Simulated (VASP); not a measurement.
OSZICAR of a VASP run on Au (fcc):

**OSZICAR**
```
       N       E                     dE             d eps       ncg     rms          rms(c)
DAV:   1     0.410316451908E+02    0.41032E+02   -0.57900E+03  2360   0.106E+03
DAV:   2    -0.389815894111E+01   -0.44930E+02   -0.42044E+02  2240   0.198E+02
DAV:   3    -0.425800174974E+01   -0.35984E+00   -0.35953E+00  2525   0.186E+01
DAV:   4    -0.425899651020E+01   -0.99476E-03   -0.99474E-03  2464   0.103E+00
DAV:   5    -0.425900284077E+01   -0.63306E-05   -0.63305E-05  2455   0.780E-02    0.105E+01
DAV:   6    -0.394526280650E+01    0.31374E+00   -0.98576E-01  2202   0.974E+00    0.642E+00
DAV:   7    -0.391957059594E+01    0.25692E-01   -0.99755E-02  2327   0.302E+00    0.294E+00
DAV:   8    -0.391634545406E+01    0.32251E-02   -0.26525E-03  2289   0.595E-01    0.307E-01
DAV:   9    -0.391632779516E+01    0.17659E-04   -0.15846E-05  2352   0.469E-02    0.155E-02
DAV:  10    -0.391633118354E+01   -0.33884E-05   -0.11792E-06  2248   0.108E-02    0.209E-03
DAV:  11    -0.391633121025E+01   -0.26711E-07   -0.49308E-08  1110   0.237E-03
   1 F= -.34003175E+01 E0= -.34002153E+01  d E =-.340032E+01
```

### Question
Which electronic solver shows in the log?

### Answer
It is blocked Davidson (ALGO = Normal, or the opening steps of other solvers). The INCAR had ALGO = Normal.

### Question
Can the final energy be trusted as converged?

### Answer
The calculation finished and met its thresholds. It stopped with EDIFF = 1E-6, NELM = 100, NSW = 40 and EDIFFG = -0.02 after 1 ionic step (PBEsol GGA, plane waves, VASP's PBE PAW potentials (set 64)).

The compound is Au in the fcc structure. It was relaxed first under an external pressure of 5 GPa.
